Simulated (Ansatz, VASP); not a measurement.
**Two plane-wave programs on Al5Cl**

File INCAR:

```
SYSTEM = Al5Cl
PREC     = Accurate       ! precision mode
ENCUT    = 520            ! plane-wave cutoff, eV
EDIFF    = 1E-6           ! SCF threshold, eV
ISMEAR   = 0              ! smearing method
SIGMA    = 0.1            ! smearing width, eV
LREAL    = .False.        ! projectors in reciprocal space
LASPH    = .True.         ! aspherical terms in the spheres
NELM     = 60             ! most SCF steps
ALGO     = Normal         ! electronic algorithm
ISIF     = 2              ! what is computed and relaxed
LWAVE    = .False.        ! write WAVECAR
LCHARG   = .True.         ! write CHGCAR
GGA      = PE             ! functional
LELF     = .True.         ! ELF
LVHAR    = .True.       
NBANDS   = 20             ! bands
```

File KPOINTS:

```
Automatic mesh
0
Gamma
  4 4 4
  0 0 0
```

Contents of POSCAR:

```
Al5Cl
1.0
    0.0000000000      3.5719932600      3.5719932600
    3.5719932600      0.0000000000      3.5719932600
    3.5719932600      3.5719932600      0.0000000000
Al Cl
5 1
Direct
    0.1250000000      0.6250000000      0.6250000000
    0.6250000000      0.6250000000      0.6250000000
    0.6250000000      0.1250000000      0.6250000000
    0.6250000000      0.6250000000      0.1250000000
    0.2500000000      0.2500000000      0.2500000000
    0.0000000000      0.0000000000      0.0000000000
```

Input for Ansatz:

```yaml
crystal:
  lattice:
    - [0.0, 3.57199326, 3.57199326]
    - [3.57199326, 0.0, 3.57199326]
    - [3.57199326, 3.57199326, 0.0]
  atoms:
    - { symbol: Al, position: [0.125, 0.625, 0.625] }
    - { symbol: Al, position: [0.625, 0.625, 0.625] }
    - { symbol: Al, position: [0.625, 0.125, 0.625] }
    - { symbol: Al, position: [0.625, 0.625, 0.125] }
    - { symbol: Al, position: [0.25, 0.25, 0.25] }
    - { symbol: Cl, position: [0.0, 0.0, 0.0] }
basis:
  ecutwfc: 420
kpoints:
  mp_grid: { grid: [4, 4, 4] }
hamiltonian:
  xc: pbe
scf:
  occupations: { method: gaussian, width: 0.1 }
  lower_state_search: "off"
output:
  forces: true
  stress: true
  eigenvalues: true
```

Change from the starting cell: species swapped into the TmCu5 type (F-43m, No. 216).

Alike in both runs: task single point; functional PBE; k mesh 4 × 4 × 4; occupations gaussian, width 0.1 eV; no spin polarisation.

|  | VASP | Ansatz |
| --- | --- | --- |
| version | VASP 6.6.1 | Ansatz 0.2.0 |
| potentials or method | VASP PAW PBE potentials, release 64 (Al, Cl) | scalar-relativistic, plane waves, PAW |
| plane-wave cutoff (eV) | 520 | 420 |
| valence electrons in the cell | 22 | 22 |

```tsv
	VASP	Ansatz	Ansatz less VASP
gap on the k mesh at the Fermi level (eV)	none	none	-
pressure (GPa)	22.1	22.1	+0.01
rms of the force components (eV/Å)	0.022	0.022	+0.0004
```

A gap of «none» marks a metal or a gap that the smearing closes.

Caveats: the k mesh is coarse (spacing up to 0.38 Å⁻¹), so the values aren't converged; so large a pressure means that the cell lies far from this level's equilibrium, or that cutoff or potentials fall short (VASP).
